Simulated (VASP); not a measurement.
Write the native input for VASP 6.6.1 that does the following.

```yaml
Task: single point
Functional: r2SCAN
Dispersion: D3(BJ)
Potentials_or_basis: VASP PAW PBE potentials, release 64 (O, H, S)
Cutoff: 520 eV
k_mesh: 1 × 1 × 1
Occupations: fermi-dirac, width 0.05 eV
Spin: no spin polarisation
Dipole_correction: no
Further_INCAR_settings: LREAL = Auto; ALGO = Normal; EDIFF = 1e-06; NBANDS = 55
```

The system is H18SO8.

```
O H S
1.0
     6.69433    0.00000    0.00000
     0.00000    6.69433    0.00000
     0.00000    0.00000    6.69433
O H S
8 18 1
Direct
  0.99870 0.55015 0.30043
  0.39156 0.35904 0.42306
  0.03431 0.06782 0.35564
  0.52649 0.22137 0.77714
  0.30696 0.51735 0.94173
  0.06952 0.72195 0.67361
  0.71716 0.26306 0.16880
  0.20680 0.02554 0.92286
  0.96691 0.66609 0.21541
  0.93192 0.44684 0.22159
  0.49270 0.35261 0.31757
  0.29135 0.45751 0.38477
  0.16386 0.13812 0.33500
  0.06694 0.98875 0.47540
  0.42185 0.12390 0.80969
  0.48918 0.27357 0.64649
  0.36471 0.61846 0.02979
  0.42355 0.44366 0.88112
  0.02304 0.63882 0.56705
  0.14987 0.63784 0.76327
  0.68755 0.23511 0.03146
  0.80783 0.16276 0.22178
  0.11964 0.13072 0.97215
  0.12905 0.93357 0.84301
  0.56551 0.85634 0.12465
  0.61654 0.93167 0.84488
  0.69616 0.81076 0.97757
```

The cell was built by a generator and needn't be a form met in nature.

The input as run:

POSCAR

```
H18SO8
1.0
    6.6943300000      0.0000000000      0.0000000000
    0.0000000000      6.6943300000      0.0000000000
    0.0000000000      0.0000000000      6.6943300000
O H S
8 18 1
Direct
    0.9986959113      0.5501521437      0.3004333518
    0.3915552415      0.3590351835      0.4230595145
    0.0343126198      0.0678185868      0.3556442542
    0.5264903284      0.2213664400      0.7771352772
    0.3069612642      0.5173482634     -0.0582731954
    1.0695170390      0.7219542508      0.6736148352
    0.7171591481      0.2630584390      0.1687995662
    0.2068018756      0.0255440052      0.9228556106
    0.9669078160      0.6660860758      0.2154061721
    0.9319229856      0.4468408340      0.2215905102
    0.4927005391      0.3526118372      0.3175672547
    0.2913510389      0.4575065765      0.3847733828
    0.1638550833      0.1381168840      0.3349999178
    0.0669372439     -0.0112483251      0.4754023181
    0.4218495354      0.1238958940      0.8096852112
    0.4891751676      0.2735748014      0.6464874005
    0.3647116291      0.6184636849      0.0297864013
    0.4235524690      0.4436590368     -0.1188767210
    1.0230448753      0.6388241990      0.5670470383
    1.1498686202      0.6378382900      0.7632727995
    0.6875520030      0.2351094135      0.0314594590
    0.8078328974      0.1627646083      0.2217847044
    0.1196385598      0.1307225667      0.9721510592
    0.1290495091     -0.0664293514      0.8430119220
    0.5655084228      0.8563366311      1.1246532513
    0.6165366810      0.9316690393      0.8448791739
    0.6961562994      0.8107607483      0.9775735585
```

INCAR.step1

```
PREC = Accurate ; ENCUT = 520
ISMEAR = -1 ; SIGMA = 0.05
LREAL = Auto ; LASPH = T
NELM = 100 ; NBANDS = 55
GGA = PE ; ALGO = Normal
EDIFF = 1E-4 ; LWAVE = T
LCHARG = F
```

INCAR.step2

```
PREC = Accurate ; ENCUT = 520
EDIFF = 1E-6 ; ISMEAR = -1
SIGMA = 0.05 ; LREAL = Auto
LASPH = T ; NELM = 100
ALGO = Normal ; ISIF = 2
LWAVE = F ; LCHARG = T
METAGGA = R2SCAN ; LMIXTAU = T
IVDW = 12 ; VDW_S6 = 1.0
VDW_S8 = 0.78981345 ; VDW_A1 = 0.49484001
VDW_A2 = 5.73083694 ; LELF = T
LVHAR = T ; NBANDS = 55
ISTART = 1
```

KPOINTS

```
Automatic mesh
0
Gamma
  1 1 1
```

Potentials or basis: VASP PAW PBE potentials, release 64 (O, H, S).

The run is started by

```sh
$ cat potpaw_PBE.64/O/POTCAR potpaw_PBE.64/H/POTCAR potpaw_PBE.64/S/POTCAR > POTCAR
$ cp INCAR.step1 INCAR
$ mpirun -np 1 vasp_gam > vasp.out
$ cp INCAR.step2 INCAR
$ mpirun -np 1 vasp_gam > vasp.out
```

It gave:

| Item | Value |
| --- | --- |
| Pressure | -0.7 GPa |
| Largest force | 1.629 eV/Å |
| Band gap on the k mesh | 4.62 eV, direct |
| Dispersion energy per atom | -0.018 eV |

Caveat: the PAW data sets were made with another functional, which shifts forces and pressure a little.

Wall time 2.2 min on 1 thread of Intel(R) Xeon(R) Platinum 8259CL CPU @ 2.50GHz (Skylake/Cascade Lake), on a shared host, peak memory 0.36 GiB.
